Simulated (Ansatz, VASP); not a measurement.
# ZrTiSi2: VASP beside Ansatz, part 2 of 2

Wanted: the spread between two codes on one cell, functional and k mesh. The cell is invented: As first built, before any earlier steps moved the atoms (in the runner's words): it takes the ZrTiC2 structure with some of its atoms replaced by other elements, volume scaled by an estimate. It may not be a known or stable phase. The cell is taken from a series of VASP runs on this material, whose earlier steps may have relaxed, scaled or displaced it; both programs get it as it stands.

VASP 6.6.1 and Ansatz 0.2.0.

So far. Step 3 (VASP: band structure, LDA): The run ends at a pressure of 0.06 GPa, with forces up to 0.0054 eV/Å.

## (5) VASP: single point, LDA, volume scaled by 0.94

Level of this step: LDA; plane waves and PAW (Zr_sv, Ti_sv, Si); invented cell (VASP).

With cell and atoms fixed, the geometry can't cause a difference; cores, projectors, grids and the points listed under the comparison can. The cell compared in this pair holds 64.05 Å³, against 68.14 Å³ for the pair before.

The input, INCAR:

```
SYSTEM = ZrTiSi2
PREC = Accurate
ENCUT = 400
EDIFF = 1E-06
NELM = 100
ISMEAR = -1
SIGMA = 0.05
LREAL = .FALSE.
ALGO = Normal
GGA = CA
NBANDS = 22
LORBIT = 11
LWAVE = .FALSE.
LCHARG = .FALSE.
KPAR = 2
ISIF = 2
```

The input, POSCAR:

```
ZrTiSi2
1.0
    1.8224961264      1.0522186330      5.5667801609
   -1.8224961264      1.0522186330      5.5667801609
    0.0000000000     -2.1044372561      5.5667801609
Zr Ti Si
1 1 2
Direct
    0.0000000000      0.0000000000      0.0000000000
    0.5000000000      0.5000000000      0.5000000000
    0.2426801816      0.2426801816      0.2426801816
    0.7573198184      0.7573198184      0.7573198184
```

The input, KPOINTS:

```
Automatic mesh
0
Gamma
6 6 6
0 0 0
```

PAW data sets: Zr_sv, Ti_sv and Si (LDA family, release 64).

On the command line:

```sh
$ mpirun -np 2 vasp_std
```

Numbers of over 12 decimals in the logs are rounded to 6 here.

The program printed:

```text
[... set-up lines as in an earlier step ...]
 entering main loop
       N       E                     dE             d eps       ncg     rms          rms(c)
DAV:   1     0.272351872408E+03    0.27235E+03   -0.13656E+04  1408   0.127E+03
DAV:   2    -0.938315573290E+01   -0.28174E+03   -0.27068E+03  1474   0.388E+02
DAV:   3    -0.337991480853E+02   -0.24416E+02   -0.23295E+02  2502   0.972E+01
DAV:   4    -0.351099578566E+02   -0.13108E+01   -0.13031E+01  1802   0.198E+01
[...]
DAV:  12    -0.321385354414E+02    0.12012E-03   -0.28946E-04  1988   0.158E-01    0.359E-02
DAV:  13    -0.321385314735E+02    0.39679E-05   -0.47071E-05  1936   0.555E-02    0.110E-02
DAV:  14    -0.321385313591E+02    0.11439E-06   -0.23717E-06  1662   0.115E-02
   1 F= -.32138531E+02 E0= -.32135250E+02  d E =-.656268E-02
```

Parts of OUTCAR (step 5):

```text
  Total        3.6640849      3.6640849      3.5700096      0.0000000      0.0000000      0.0000000
  in kB       91.6533176     91.6533177     89.3001196      0.0000000      0.0000001      0.0000000
  external PRESSURE =      90.8689183 kB  Pullay stress =       0.0000000 kB

 POSITION                                       TOTAL-FORCE (eV/Angst)
 -----------------------------------------------------------------------------------
      0.00000      0.00000      0.00000        -0.000000      0.000000      0.000000
      0.00000      0.00000      8.35017         0.000000      0.000000      0.000000
      0.00000      0.00000      4.05284        -0.000000     -0.000000     -0.058237
      0.00000      0.00000     12.64750        -0.000000      0.000000      0.058237
 -----------------------------------------------------------------------------------
    total drift:                                0.000000      0.000000     -0.000000

  FREE ENERGIE OF THE ION-ELECTRON SYSTEM (eV)
  ---------------------------------------------------
  free  energy   TOTEN  =       -32.1385313591 eV

  energy  without entropy=      -32.1319686765  energy(sigma->0) =      -32.13525002

[... 3 further parts left out ...]
[key lines of the parts left out:]
E-fermi :   9.6478
```

The scan keeps the cell's shape and the fractional positions fixed.

## (6) Ansatz: single point, LDA, volume scaled by 0.94

The same cell, functional (in two slightly different forms), mesh and smearing now go to Ansatz, which takes its cutoff from its data sets.

The cell is a member of a volume series, scaled by 0.94 from a relaxed one, so a pressure remains.

The input, input.yaml:

```yaml
crystal:
  lattice:
    - [1.8224961264, 1.052218633, 5.5667801609]
    - [-1.8224961264, 1.052218633, 5.5667801609]
    - [0.0, -2.1044372561, 5.5667801609]
  atoms:
    - { symbol: Zr, position: [0.0, 0.0, 0.0] }
    - { symbol: Ti, position: [0.5, 0.5, 0.5] }
    - { symbol: Si, position: [0.2426801816, 0.2426801816, 0.2426801816] }
    - { symbol: Si, position: [0.7573198184, 0.7573198184, 0.7573198184] }
hamiltonian:
  xc: lda
  pseudopotentials: { kind: paw }
kpoints:
  mp_grid: { grid: [6, 6, 6] }
scf:
  occupations: { method: fermi_dirac, width: 0.05 }
  n_extra_bands: 5
output:
  forces: true
  stress: true
  eigenvalues: true
  write_density: true
  write_potential: true
  elf: true
  volumetric_format: npy
```

On the command line:

```sh
$ ansatz run input.yaml --threads 2 --pin off --max-ram 4608MiB --backend cpu --events-out ev --progress --plain --runs-dir out
```

The program printed:

```text
[...]
Crystal: 4 atoms, lattice volume = 64.051 Å³
Basis set: ecut = 420 eV, 1225 PW (Γ), FFT grids on a1−a2, a2, −a2+a3
Bands: 21, of which v1, the nominal top of the filled ones, is band 16 counted from 1 (15 counted from 0)
Symmetry: 12 space group operations
[...]
k-points: 32 of 216
[...]
k-point 0: bands = [... 12 lower, 10.4164, 12.5464, 12.5464, 13.2205, 13.4823, 13.4823, 15.5560, 15.5560, ... 1 higher]
  k-point 1: bands = [... 12 lower, 10.6425, 11.8010, 12.1767, 12.3263, 13.3509, 13.6090, 15.2022, 15.2114, ... 1 higher]
  k-point 2: bands = [... 12 lower, 10.1946, 11.0763, 11.0941, 11.8424, 13.7243, 14.2605, 14.6078, 15.3166, ... 1 higher]
  k-point 31: bands = [... 12 lower, 11.2373, 11.2373, 11.5795, 11.5795, 13.5046, 13.5046, 14.0670, 14.0670, ... 1 higher]
[key lines of the parts left out:]
SCF converged after 6 iterations
Free energy (F): -7747.455147 eV
Fermi energy:    12.941965 eV
P = ⅓ Tr σ = 9.0200 GPa (90.200 kbar)
```

Run time: 0.94 s. Hardware: 2 threads of Intel Xeon Platinum 8559C (Emerald Rapids), shared host; peak memory 0.44 GiB.

The run ends at a pressure of 9.02 GPa, with forces up to 0.057 eV/Å.

## (7) Differences

Both answers:

```csv
quantity,Ansatz,VASP,difference
pressure (GPa),9.02,9.09,-0.07
```

Forces (eV/Å; atoms numbered as in POSCAR):

| atom | Ansatz x, y, z | VASP x, y, z |
| --- | --- | --- |
| Zr1 | 0.000, 0.000, 0.000 | 0.000, 0.000, 0.000 |
| Ti2 | 0.000, 0.000, 0.000 | 0.000, 0.000, 0.000 |
| Si3 | 0.000, 0.000, -0.057 | 0.000, 0.000, -0.058 |
| Si4 | 0.000, 0.000, 0.057 | 0.000, 0.000, 0.058 |

The forces differ by 0.5 meV/Å r.m.s., which is 2.0 % of the r.m.s. force of 0.02 eV/Å (both taken over all components). Ansatz's pressure holds a Pulay correction of 0.04 GPa; VASP's holds none.

## (8) Ansatz: single point, LDA, volume scaled by 1.06

With cell and atoms fixed, the geometry can't cause a difference; cores, projectors, grids and the points listed under the comparison can. The cell compared in this pair holds 72.23 Å³, against 64.05 Å³ for the pair before.

The cell is a member of a volume series, scaled by 1.06 from a relaxed one, so a pressure remains.

input.yaml, the sections that differ from step 6:

```yaml
crystal:
  lattice:
    - [1.8969648536, 1.0952131728, 5.7942434884]
    - [-1.8969648536, 1.0952131728, 5.7942434884]
    - [0.0, -2.1904263354, 5.7942434884]
  atoms:
    - { symbol: Zr, position: [0.0, 0.0, 0.0] }
    - { symbol: Ti, position: [0.5, 0.5, 0.5] }
    - { symbol: Si, position: [0.2426801816, 0.2426801816, 0.2426801816] }
    - { symbol: Si, position: [0.7573198184, 0.7573198184, 0.7573198184] }
output:
  forces: true
  stress: true
  eigenvalues: true
# hamiltonian, kpoints, scf: as in step 6
```

The program printed:

```text
[...]
Crystal: 4 atoms, lattice volume = 72.228 Å³
Basis set: ecut = 420 eV, 1423 PW (Γ), FFT grids on a1−a3, a2−a3, a3
Bands: 21, of which v1, the nominal top of the filled ones, is band 16 counted from 1 (15 counted from 0)
Symmetry: 12 space group operations
[...]
k-points: 32 of 216
[...]
k-point 0: bands = [... 12 lower, 8.9294, 10.9441, 10.9441, 11.5036, 11.7035, 11.7035, 13.4303, 13.4303, ... 1 higher]
  k-point 1: bands = [... 12 lower, 9.1133, 10.1971, 10.5471, 10.6817, 11.5960, 11.8187, 13.1226, 13.1402, ... 1 higher]
  k-point 2: bands = [... 12 lower, 8.6256, 9.4682, 9.5764, 10.1806, 11.8803, 12.3444, 12.6223, 13.2729, ... 1 higher]
  k-point 31: bands = [... 12 lower, 9.6765, 9.6765, 9.9802, 9.9802, 11.7177, 11.7177, 12.2510, 12.2510, ... 1 higher]
[key lines of the parts left out:]
SCF converged after 6 iterations
Free energy (F): -7747.475787 eV
Fermi energy:    11.169464 eV
P = ⅓ Tr σ = -6.6968 GPa (-66.968 kbar)
```

Wall time 0.81 s (2 threads); peak memory 0.44 GiB.

The run ends at a pressure of -6.70 GPa, with forces up to 0.060 eV/Å.

## (9) VASP: single point, LDA, volume scaled by 1.06

The same cell, functional (in two slightly different forms), mesh and smearing now go to VASP, with its own data sets and cutoff.

INCAR is that of step 5.

The input, POSCAR:

```
ZrTiSi2
1.0
    1.8969648536      1.0952131728      5.7942434884
   -1.8969648536      1.0952131728      5.7942434884
    0.0000000000     -2.1904263354      5.7942434884
Zr Ti Si
1 1 2
Direct
    0.0000000000      0.0000000000      0.0000000000
    0.5000000000      0.5000000000      0.5000000000
    0.2426801816      0.2426801816      0.2426801816
    0.7573198184      0.7573198184      0.7573198184
```

KPOINTS is that of step 5.

On the command line:

```sh
$ mpirun -np 2 vasp_std
```

The program printed:

```text
[... set-up lines as in an earlier step ...]
 entering main loop
       N       E                     dE             d eps       ncg     rms          rms(c)
DAV:   1     0.266850200459E+03    0.26685E+03   -0.13528E+04  1408   0.124E+03
DAV:   2    -0.102659865545E+02   -0.27712E+03   -0.26758E+03  1488   0.378E+02
DAV:   3    -0.343866238640E+02   -0.24121E+02   -0.23289E+02  2482   0.951E+01
DAV:   4    -0.356880394018E+02   -0.13014E+01   -0.12946E+01  1838   0.194E+01
[...]
DAV:  12    -0.321742076104E+02    0.31839E-04   -0.30071E-04  1982   0.131E-01    0.245E-02
DAV:  13    -0.321742067770E+02    0.83336E-06   -0.29038E-05  1960   0.434E-02    0.865E-03
DAV:  14    -0.321742066602E+02    0.11687E-06   -0.13729E-06  1322   0.844E-03
   1 F= -.32174207E+02 E0= -.32171096E+02  d E =-.622153E-02
```

From OUTCAR (step 9):

```text
  Total       -3.0292779     -3.0292779     -2.9588152      0.0000000     -0.0000000      0.0000000
  in kB      -67.1960533    -67.1960534    -65.6330361      0.0000000     -0.0000000      0.0000000
  external PRESSURE =     -66.6750476 kB  Pullay stress =       0.0000000 kB

 POSITION                                       TOTAL-FORCE (eV/Angst)
 -----------------------------------------------------------------------------------
      0.00000      0.00000      0.00000         0.000000     -0.000000      0.000000
      0.00000      0.00000      8.69137        -0.000000     -0.000000     -0.000000
      0.00000      0.00000      4.21844         0.000000      0.000000      0.058877
      0.00000      0.00000     13.16429         0.000000     -0.000000     -0.058877
 -----------------------------------------------------------------------------------
    total drift:                                0.000000      0.000000     -0.000000

  FREE ENERGIE OF THE ION-ELECTRON SYSTEM (eV)
  ---------------------------------------------------
  free  energy   TOTEN  =       -32.1742066602 eV

  energy  without entropy=      -32.1679851339  energy(sigma->0) =      -32.17109590

[... 1 part as in an earlier step ...]

[... 2 further parts left out ...]
[key lines of the parts left out:]
E-fermi :   8.2500
```

The run ends at a pressure of -6.67 GPa, with forces up to 0.059 eV/Å.

## (10) Differences

Both answers:

```
      quantity  Ansatz   VASP  difference
pressure (GPa)   -6.70  -6.67       -0.03
```

Forces (eV/Å; atoms numbered as in POSCAR):

```
atom        Ansatz x, y, z          VASP x, y, z
 Zr1   0.000, 0.000, 0.000   0.000, 0.000, 0.000
 Ti2   0.000, 0.000, 0.000   0.000, 0.000, 0.000
 Si3   0.000, 0.000, 0.060   0.000, 0.000, 0.059
 Si4  0.000, 0.000, -0.060  0.000, 0.000, -0.059
```

The forces differ by 0.6 meV/Å r.m.s., which is 2.4 % of the r.m.s. force of 0.02 eV/Å (both taken over all components). Ansatz's pressure holds a Pulay correction of 0.04 GPa; VASP's holds none.

## (11) Results

* r.m.s. difference of levels near the Fermi level (band structure, LDA): 2.1 meV
* difference in pressure (single point, LDA, volume scaled by 0.94): -0.067 GPa
* difference in pressure (single point, LDA, volume scaled by 1.06): -0.029 GPa

What this shows: The difference in pressure is -0.067 GPa (single point, LDA, volume scaled by 0.94), within the 1 GPa picked in this series as the mark of a large difference. How closely two codes agree says nothing of how well the functional describes the real material.

[Lines on the potential files, build, host, timing and source positions are cut from VASP's logs without a mark.]

[Logs are printed without paths, hosts, clocks, repeated set-up lines and the standing remarks that a program may print on its own settings, such as how far it seeks lower states.]

[Hosts, paths, dates, database ids (printed as entryN), source tags and the programs' standing remarks are cut or masked in the printed files.]
